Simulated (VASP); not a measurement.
# CsLiCr2Te2S3 (Cm) in VASP: relaxation of cell and atoms with PBE

Aim: the relaxation of cell and atoms of CsLiCr2Te2S3 with PBE.

All numbers are computed with VASP 6.6.1; they aren't measurements. Logs are shortened: lines on timing, memory, paths and dates and some standing lists are left out, and cuts for length are marked.

## (1) Starting point

The structure is monoclinic, space group Cm (No. 8). The conventional cell has a = 6.033 Å, b = 10.526 Å, c = 8.118 Å, α = 90.00°, β = 91.92°, γ = 90.00°. Around Cs (site symmetry m) lie 5 S at 3.50 to 3.95 Å and 2 Te at 3.95 Å and 1 Li at 4.02 Å. Around Li (site symmetry m) lie 3 S at 2.50 to 2.58 Å. Around Cr (site symmetry 1) lie 3 S at 2.23 to 2.27 Å. Te (site symmetry 1) is surrounded by 2 Cr at 2.74 to 2.76 Å and 2 Te at 3.12 Å and 1 Li at 3.14 Å. S (site symmetry 1) has 2 Cr at 2.27 Å and 1 Li at 2.50 Å as nearest neighbours. S (site symmetry m) has 2 Cr at 2.23 Å as nearest neighbours.

The cell was built by a generator and needn't be a form met in nature.

## (2) Relaxation of cell and atoms, PBE, collinear spin, ferromagnetic start

The input, INCAR:

```
ALGO = Normal
EDIFF = 1E-6
EDIFFG = -0.01
ENCUT = 520
GGA = PE
IBRION = 2
ISIF = 3
ISMEAR = 0
ISPIN = 2
KPAR = 8
LASPH = True
LCHARG = False
LMAXMIX = 4
LORBIT = 11
LREAL = False
LWAVE = False
MAGMOM = 0 0 3 3 0 0 0 0 0
NELM = 120
NSW = 90
PREC = Accurate
SIGMA = 0.1
```

The input, KPOINTS:

```
k-points
0
Gamma
  4 4 4
```

The input, POSCAR:

```
CsLiCr2Te2S3
1.0
    3.0166349600     -5.2630865600      0.0000000000
    3.0166349600      5.2630865600      0.0000000000
   -0.2724569900      0.0000000000      8.1138555500
Cs Li Cr Te S
1 1 2 2 3
Direct
    0.0430967800      0.0430967800      0.0529351500
    0.3837226300      0.3837226300      0.4872361500
    0.6021116200      0.9832946400      0.4725697300
    0.9832946400      0.6021116200      0.4725697300
    0.7376142900      0.3116172100      0.7402004300
    0.3116172100      0.7376142900      0.7402004300
    0.3036763500      0.6649068600      0.3040066400
    0.6649068600      0.3036763500      0.3040066400
    0.9555246300      0.9555246300      0.4774740200
```

Potentials or basis: VASP PAW PBE potentials, release 64 (Cs_sv, Li_sv, Cr_pv, Te, S).

On the command line:

```bash
> cat potpaw_PBE.64/Cs_sv/POTCAR potpaw_PBE.64/Li_sv/POTCAR potpaw_PBE.64/Cr_pv/POTCAR potpaw_PBE.64/Te/POTCAR potpaw_PBE.64/S/POTCAR > POTCAR
> mpirun -np 8 vasp_std > vasp.out
```

OUTCAR:

```text
EDIFF = 1E-6
   EDIFFG = -0.01
   ENCUT = 520
   GGA = PE
   IBRION = 2
   ISIF = 3
   ISMEAR = 0
   ISPIN = 2
   LASPH = True
   LORBIT = 11
   LREAL = False
   NELM = 120
   NSW = 90
   PREC = Accurate

 ion  position               nearest neighbor table
   1  0.043  0.043  0.053-
   2  0.384  0.384  0.487-   7 2.50   8 2.50   9 2.58   6 3.14   5 3.14
   3  0.602  0.983  0.473-   9 2.23   8 2.27   7 2.27   5 2.74   6 2.76
   4  0.983  0.602  0.473-   9 2.23   7 2.27   8 2.27   6 2.74   5 2.76
   5  0.738  0.312  0.740-   3 2.74   4 2.76   6 3.12   6 3.12   2 3.14
   6  0.312  0.738  0.740-   4 2.74   3 2.76   5 3.12   5 3.12   2 3.14
   7  0.304  0.665  0.304-   4 2.27   3 2.27   2 2.50
   8  0.665  0.304  0.304-   3 2.27   4 2.27   2 2.50
   9  0.956  0.956  0.477-   3 2.23   4 2.23   2 2.58

  LATTYP: Found a base centered monoclinic cell.
 ALAT       =     6.0332699200
 B/A-ratio  =     1.7446879154
 C/A-ratio  =     1.3456100616
 COS(beta)  =    -0.0335603107

  Lattice vectors:

 A1 = (   3.0166349600,  -5.2630865600,   0.0000000000)
 A2 = (   3.0166349600,   5.2630865600,   0.0000000000)
 A3 = (  -0.2724569900,   0.0000000000,   8.1138555500)

Analysis of symmetry for initial positions (statically):
=====================================================================
 Subroutine PRICEL returns:
 Original cell was already a primitive cell.

 Routine SETGRP: Setting up the symmetry group for a
 base centered monoclinic supercell.

 Subroutine GETGRP returns: Found  2 space group operations
 (whereof  2 operations were pure point group operations)
 out of a pool of  4 trial point group operations.

The static configuration has the point symmetry C_1h.

Analysis of symmetry for dynamics (positions and initial velocities):
=====================================================================
 Subroutine PRICEL returns:
 Original cell was already a primitive cell.

 Routine SETGRP: Setting up the symmetry group for a
 base centered monoclinic supercell.

 Subroutine GETGRP returns: Found  2 space group operations
 (whereof  2 operations were pure point group operations)
 out of a pool of  4 trial point group operations.

The dynamic configuration has the point symmetry C_1h.

Analysis of structural, dynamic, and magnetic symmetry:
=====================================================================
 Subroutine PRICEL returns:
 Original cell was already a primitive cell.

 Routine SETGRP: Setting up the symmetry group for a
 base centered monoclinic supercell.

 Subroutine GETGRP returns: Found  2 space group operations
 (whereof  2 operations were pure point group operations)
 out of a pool of  4 trial point group operations.

The overall configuration has the point symmetry C_1h.

 Subroutine INISYM returns: Found  2 space group operations
 (whereof  2 operations are pure point group operations),
 and found     1 'primitive' translations

----------------------------------------------------------------------------------------

                                     Primitive cell

  volume of cell :     257.6443

  direct lattice vectors                    reciprocal lattice vectors
     3.016634960 -5.263086560  0.000000000     0.165747598 -0.095001288  0.005565676
     3.016634960  5.263086560  0.000000000     0.165747598  0.095001288  0.005565676
    -0.272456990  0.000000000  8.113855550     0.000000000  0.000000000  0.123245970

  length of vectors
     6.066314088  6.066314088  8.118428709     0.191124273  0.191124273  0.123245970

  position of ions in fractional coordinates (direct lattice)
     0.043096780  0.043096780  0.052935150
     0.383722630  0.383722630  0.487236150
     0.602111620  0.983294640  0.472569730
     0.983294640  0.602111620  0.472569730
     0.737614290  0.311617210  0.740200430
     0.311617210  0.737614290  0.740200430
     0.303676350  0.664906860  0.304006640
[... 67 lines left out ...]
   k-points           NKPTS =     24   k-points in BZ     NKDIM =     24   number of bands    NBANDS=     42
   number of dos      NEDOS =    301   number of ions     NIONS =      9
   total plane-waves  NPLWV = 138240
   dimension x,y,z NGX =    48 NGY =   48 NGZ =   60
   dimension x,y,z NGXF=    96 NGYF=   96 NGZF=  120
   ions per type =               1   1   2   2   3
   NGX,Y,Z   is equivalent  to a cutoff of  13.15, 13.15, 12.29 a.u.
   NGXF,Y,Z  is equivalent  to a cutoff of  26.31, 26.31, 24.57 a.u.
 SYSTEM =  unknown system
   PREC   = accura    normal or accurate (medium, high low for compatibility)
   ISTART =      0    job   : 0-new  1-cont  2-samecut
   ICHARG =      2    charge: 1-file 2-atom 10-const
   ISPIN  =      2    spin polarized calculation?
   LNONCOLLINEAR =      F non collinear calculations
   LSORBIT =      F    spin-orbit coupling
   LASPH  =      T    aspherical Exc in radial PAW
   ENCUT  =  520.0 eV  38.22 Ry    6.18 a.u.  11.28 11.28 15.09*2*pi/ulx,y,z
   NELM   =    120;   NELMIN=  2; NELMDL= -5     # of ELM steps
   EDIFF  = 0.1E-05   stopping-criterion for ELM
   LREAL  =      F    real-space projection
   EDIFFG = -.1E-01   stopping-criterion for IOM
   NSW    =     90    number of steps for IOM
   IBRION =      2    ionic relax: 0-MD 1-quasi-New 2-CG
   NFREE  =      1    steps in history (QN), initial steepest desc. (CG)
   ISIF   =      3    stress and relaxation
   ISYM   =      2    0-nonsym 1-usesym 2-fastsym
   POTIM  = 0.5000    time-step for ionic-motion
   TEBEG  =    0.0;   TEEND  =   0.0 temperature during run
   PSTRESS=    0.0 pullay stress
   NELECT =      66.0000    total number of electrons
   NUPDOWN=      -1.0000    fix difference up-down
   EMIN   =  10.00;   EMAX   =-10.00  energy-range for DOS
   EFERMI =   0.00;   METHOD = LEGACY
   ISMEAR =     0;   SIGMA  =   0.10  broadening in eV -4-tet -1-fermi 0-gaus
   EFERMI_NEDOS =   21; number of points for ismear=-14 and -15
   IALGO  =     38    algorithm
   IMIX   =      4    mixing-type and parameters
     AMIX     =   0.40;   BMIX     =  1.00
     AMIX_MAG =   1.60;   BMIX_MAG =  1.00
  volume/ion in A,a.u.               =      28.63       193.19
  Fermi-wavevector in a.u.,A,eV,Ry     =   1.039719  1.964784 14.708109  1.081016
  Thomas-Fermi vector in A             =   2.174262
   LORBIT       =     11    0 simple, 1 ext, 2 COOP (PROOUT), +10 PAW based schemes
   GGA     = PE    functional components
   LHFCALC =     F    Hartree Fock is set to
   AEXX    =    0.0000 exact exchange contribution
   IVDW    =     0    specifies the selected vdW correction
   LEPSILON=     F    determine dielectric tensor
   LRPA    =     F    only Hartree local field effects (RPA)
 conjugate gradient relaxation of ions
 spin polarized calculation
 Gauss-broadening in eV      SIGMA  =   0.10
  energy-cutoff  :      520.00
  volume of cell :      257.64
 maximum number of plane-waves:      6956
 NGX is ok and might be reduce to    48
   NGX = 23   NGY = 23   NGZ = 31

--------------------------------------- Ionic step        1  -------------------------------------------

 number of electron      66.0000002 magnetization       5.4945361

 Free energy of the ion-electron system (eV)
  ---------------------------------------------------
  ext. energy  EPLUGINS =         0.00000000
  ---------------------------------------------------
  free energy    TOTEN  =       -46.60082099 eV

  energy without entropy =      -46.58740248  energy(sigma->0) =      -46.59411174

------------------------ aborting loop because EDIFF is reached ----------------------------------------

  FORCE on cell =-STRESS in cart. coord.  units (eV):
  Direction    XX          YY          ZZ          XY          YZ          ZX
  --------------------------------------------------------------------------------------
  -------------------------------------------------------------------------------------
  Total        0.2092335      0.3943403      0.7385449      0.0000000      0.0000000     -0.0352014
  in kB        1.3011316      2.4522303      4.5926881      0.0000000      0.0000000     -0.2189018
  external PRESSURE =       2.7820166 kB  Pullay stress =       0.0000000 kB
[... 110 lines left out ...]
  FREE ENERGIE OF THE ION-ELECTRON SYSTEM (eV)
  ---------------------------------------------------
  free  energy   TOTEN  =       -46.6052075803 eV

  energy  without entropy=      -46.5919301933  energy(sigma->0) =      -46.59856889

[... ionic steps 4 to 18 ...]

--------------------------------------- Ionic step       19  -------------------------------------------

 number of electron      66.0000006 magnetization       5.4999058

------------------------ aborting loop because EDIFF is reached ----------------------------------------
[... 81 lines left out ...]
--------------------------------------- Ionic step       21  -------------------------------------------

 number of electron      66.0000008 magnetization       5.4999103

 Free energy of the ion-electron system (eV)
  ---------------------------------------------------
  ext. energy  EPLUGINS =         0.00000000
  ---------------------------------------------------
  free energy    TOTEN  =       -46.60890957 eV

  energy without entropy =      -46.59514680  energy(sigma->0) =      -46.60202818

 E-fermi :   3.3415     XC(G=0):  -8.3222

 val. band max:        3.3397503582   @ k =   0.5000   0.2500   0.2500
 cond. band min:       3.3488437946   @ k =  -0.2500   0.5000   0.2500
 fundamental gap:      0.0090934364
 Fermi energy:         3.3415242050

 spin component 1

 k-point     1 :       0.0000    0.0000    0.0000
  band No.  band energies     occupation
      1     -42.7411      1.00000
      2     -41.1526      1.00000
      3     -41.1525      1.00000
      4     -41.0485      1.00000
      5     -41.0428      1.00000
      6     -41.0061      1.00000
[... 1069 lines left out ...]
     41       6.0101      0.00000
     42       6.9286      0.00000
 Fermi energy:         3.3415242050

 spin component 2

 k-point     1 :       0.0000    0.0000    0.0000
  band No.  band energies     occupation
      1     -42.7319      1.00000
      2     -38.4439      1.00000
      3     -38.4439      1.00000
      4     -38.3577      1.00000
      5     -38.3544      1.00000
      6     -38.3144      1.00000
[... 1105 lines left out ...]
  FREE ENERGIE OF THE ION-ELECTRON SYSTEM (eV)
  ---------------------------------------------------
  free  energy   TOTEN  =       -46.6089095691 eV

  energy  without entropy=      -46.5951467969  energy(sigma->0) =      -46.60202818

 reached required accuracy - stopping structural energy minimisation

 total charge

# of ion       s       p       d       tot
------------------------------------------
    1        1.832   4.705   0.024   6.561
    2        2.013   0.044   0.000   2.057
    3        0.311   6.274   4.140  10.725
    4        0.311   6.274   4.140  10.725
    5        1.392   1.949   0.033   3.374
    6        1.392   1.949   0.033   3.374
    7        1.341   2.392   0.000   3.733
    8        1.341   2.392   0.000   3.733
    9        1.339   2.395   0.000   3.734
--------------------------------------------------
tot         11.272  28.375   8.370  48.017

 magnetization (x)

# of ion       s       p       d       tot
------------------------------------------
    1        0.000  -0.000   0.002   0.002
    2        0.001   0.002   0.000   0.004
    3        0.034   0.032   2.606   2.672
    4        0.034   0.032   2.606   2.672
    5        0.001  -0.037   0.004  -0.032
    6        0.001  -0.037   0.004  -0.032
    7       -0.003  -0.064   0.000  -0.067
    8       -0.003  -0.064   0.000  -0.067
    9       -0.003  -0.125   0.000  -0.128
--------------------------------------------------
tot          0.061  -0.261   5.222   5.022
```

It took 14 min on 8 MPI ranks of AMD EPYC 9R45 (Zen 5), shared host; peak memory 0.82 GiB.

These settings aren't checked as converged: the numbers below hold their error.

Results:

| Item | Value |
| --- | --- |
| Free energy | -46.6089 eV |
| Relaxed volume | 28.98 Å³/atom |
| Relaxed cell | a = 6.096 Å, b = 6.096 Å, c = 8.169 Å, α = 91.08°, β = 91.08°, γ = 120.71° |
| Space group after relaxing (to 0.05 Å) | Cm (No. 8) |
| Energy gained by relaxing | 0.9 meV/atom |
| Ionic steps | 21 |
| Largest force after relaxing | 0.010 eV/Å |
| Band gap on the k mesh | none (metal or under the smearing width) |
| Net moment | 5.50 μB per cell |
| Site moments | Cs +0.00; Li +0.00; Cr +2.67; Te -0.03; S -0.07, -0.13 μB |
| Valence electrons inside the program's atomic spheres | Cs 6.56; Li 2.06; Cr 10.72; Te 3.37; S 3.73 |

Caveat: the cutoff is under 1.25 times the usual one of these potentials, so pressure, stress and relaxed cells hold a basis-set (Pulay) error; only a ferromagnetic start was run, and an antiferromagnetic order may lie lower in energy.
